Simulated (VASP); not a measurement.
A run of VASP 6.6.1:

Contents of INCAR:

```
SYSTEM = AlNi
PREC = Accurate ; ENCUT = 600
EDIFF = 1E-7 ; ISMEAR = 1
SIGMA = 0.1 ; LREAL = .False.
LASPH = .True. ; NELM = 80
ALGO = Normal ; ISIF = 3
LWAVE = .False. ; LCHARG = .False.
GGA = PS ; IBRION = 2
NSW = 90 ; EDIFFG = -0.005
```

KPOINTS

```
Automatic mesh
0
Gamma
  14 14 14
  0 0 0
```

Contents of POSCAR:

```
AlNi                                    
1.0
    2.8627950284     -0.0000000000      0.0000000000
   -0.0000000000      2.8627950284     -0.0000000000
   -0.0000000000     -0.0000000000      2.8627950284
  Al              Ni            
     1     1
Direct
     0.0000000000000000    0.0000000000000000    0.0000000000000000
     0.5000000000000000    0.5000000000000000    0.5000000000000000
```

Potentials or basis: VASP PAW PBE potentials, release 64 (Al, Ni).

The run is started by

```console
$ cat potpaw_PBE.64/Al/POTCAR potpaw_PBE.64/Ni/POTCAR > POTCAR
$ mpirun -np 1 vasp_std > vasp.out
```

Hardware: 1 thread of Intel(R) Xeon(R) 6975P-C (Granite Rapids) (shared host).

Problem. How long does it take, and how much memory?

Solution. It took 8.7 s on 1 thread of Intel(R) Xeon(R) 6975P-C (Granite Rapids), on a shared host, peak memory 0.17 GiB. Counts: scf iterations 14, k points 120, ion steps 1.
